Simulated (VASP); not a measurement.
Here is the system:

```
CELL_PARAMETERS angstrom
      3.20587     0.00000     0.00000
     -1.60293     2.77636     0.00000
      0.00000     0.00000     5.11895
ATOMIC_POSITIONS crystal
  Zr 0.33333 0.66667 0.25000
  Zr 0.66667 0.33333 0.75000
```

Method: PBE GGA, VASP's PBE PAW potentials (set 64) (plane waves; VASP 6.6.1). Numerical set-up: 300 eV cut-off, 16×16×9 Γ-centred mesh, Fermi-Dirac smearing of 0.10 eV, potentials Zr_sv.

At this cut-off the stress carries a Pulay error, which pulls relaxed volumes low.

Task: Estimate the energy per atom (σ→0), pressure, band gap (on the k-mesh) with the smallest direct gap where there is one.

Result: 
```yaml
band gap (on the k-mesh): none (metal, semimetal or under 0.01 eV)
energy per atom (σ→0): -8.505 eV/atom
pressure: 2.00 GPa
```

The absolute energy has meaning only against runs of the same code, potentials and settings.

The structure comes from a computed database's Zr entry; how it stands against other phases isn't given here. The cell was not relaxed at this level.
